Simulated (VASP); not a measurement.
Calculation: optB88-vdW, VASP's PBE PAW potentials (set 64) (plane waves; VASP 6.6.1).

VASP ran on this input.

### KPOINTS
```
k-points along high-symmetry lines
15
Line-mode
Reciprocal
  0.000000   0.000000   0.000000 ! GAMMA
  0.500000   0.000000   0.500000 ! X

  0.500000   0.000000   0.500000 ! X
  0.625000   0.250000   0.625000 ! U

  0.375000   0.375000   0.750000 ! K
  0.000000   0.000000   0.000000 ! GAMMA

  0.000000   0.000000   0.000000 ! GAMMA
  0.500000   0.500000   0.500000 ! L

  0.500000   0.500000   0.500000 ! L
  0.500000   0.250000   0.750000 ! W

  0.500000   0.250000   0.750000 ! W
  0.500000   0.000000   0.500000 ! X
```

INCAR:
```
PREC  =  Accurate
NELM  =  100   # most electronic steps
ISMEAR  =  0
PARAM1  =  0.1833333333
LWAVE  =  .FALSE.
LUSE_VDW  =  .TRUE.
LCHARG  =  .FALSE.
ICHARG  =  11
LORBIT  =  11
ALGO  =  Normal   # blocked Davidson
PARAM2  =  0.22
GGA  =  BO
LREAL  =  .FALSE.
LMAXMIX  =  4   # l cut-off of mixed one-centre charges
SYSTEM  =  PbSe
EDIFF  =  1E-7
LASPH  =  .TRUE.   # aspherical one-centre terms
AGGAC  =  0.0
SIGMA  =  0.05
ENCUT  =  520
```

**POSCAR**
```
PbSe
1
    0.0000000000     3.0998556380     3.0998556380
    3.0998556380     0.0000000000     3.0998556380
    3.0998556380     3.0998556380     0.0000000000
Pb Se
1 1
Direct
  0.0000000000   0.0000000000   0.0000000000
  0.5000000000   0.5000000000   0.5000000000
```

POTCAR, in this order: Pb_d Se (PBE.64 set). Program: vasp_std. Read from the step before: CHGCAR.

Output of the run:

File OSZICAR:
```
       N       E                     dE             d eps       ncg     rms          rms(c)
DAV:   1     0.163038764430E+03    0.16304E+03   -0.97314E+03  2534   0.145E+03
DAV:   2     0.848993575530E+01   -0.15455E+03   -0.15115E+03  2700   0.351E+02
DAV:   3    -0.365991039724E+01   -0.12150E+02   -0.11777E+02  3354   0.102E+02
DAV:   4    -0.396473009389E+01   -0.30482E+00   -0.30469E+00  2788   0.192E+01
DAV:   5    -0.397454181745E+01   -0.98117E-02   -0.98115E-02  3458   0.344E+00
DAV:   6    -0.397500935701E+01   -0.46754E-03   -0.46754E-03  3392   0.635E-01
DAV:   7    -0.397501312447E+01   -0.37675E-05   -0.37674E-05  3480   0.543E-02
DAV:   8    -0.397501319397E+01   -0.69502E-07   -0.69519E-07  3182   0.783E-03
   1 F= -.39750132E+01 E0= -.39750132E+01  d E =-.173284E-10
```

File OUTCAR:
```
 val. band max:        4.4125834214   @ k =   0.5000   0.5000   0.5000

 cond. band min:       4.8500976651   @ k =   0.5000   0.5000   0.5000



 k-point     1 :       0.0000    0.0000    0.0000
  band No.  band energies     occupation
      1     -12.3143      2.00000
      2     -12.3143      2.00000
      3     -12.3143      2.00000
      4     -12.3112      2.00000
      5     -12.3112      2.00000
      6      -8.8285      2.00000
      7      -2.0207      2.00000
      8       2.7773      2.00000
      9       2.7773      2.00000
     10       2.7773      2.00000
     11       8.9910      0.00000
     12       8.9910      0.00000
     13       8.9910      0.00000
     14      11.1615      0.00000

 k-point     2 :       0.0357    0.0000    0.0357
  band No.  band energies     occupation
      1     -12.3145      2.00000
      2     -12.3138      2.00000
      3     -12.3138      2.00000
      4     -12.3117      2.00000
      5     -12.3109      2.00000
      6      -8.8163      2.00000
      7      -2.0589      2.00000
      8       2.7589      2.00000
      9       2.7589      2.00000
     10       2.8487      2.00000
     11       8.7393      0.00000
     12       8.9736      0.00000
     13       8.9736      0.00000
     14      11.0433      0.00000

 k-point     3 :       0.0714    0.0000    0.0714
  band No.  band energies     occupation
      1     -12.3151      2.00000
      2     -12.3136      2.00000
      3     -12.3125      2.00000
      4     -12.3125      2.00000
      5     -12.3103      2.00000
      6      -8.7799      2.00000
      7      -2.1646      2.00000
      8       2.7050      2.00000
      9       2.7050      2.00000
     10       3.0481      2.00000
     11       8.1412      0.00000
     12       8.9344      0.00000
     13       8.9344      0.00000
     14      10.7672      0.00000

 k-point     4 :       0.1071    0.0000    0.1071
  band No.  band energies     occupation
      1     -12.3170      2.00000
...
```

The density is held fixed in this step, so its total energy and stress have no physical meaning. Unless said otherwise, spin-orbit coupling is left out, though it shifts the bands of the heavy elements here.

The compound is PbSe in the rock salt structure. It was relaxed first.
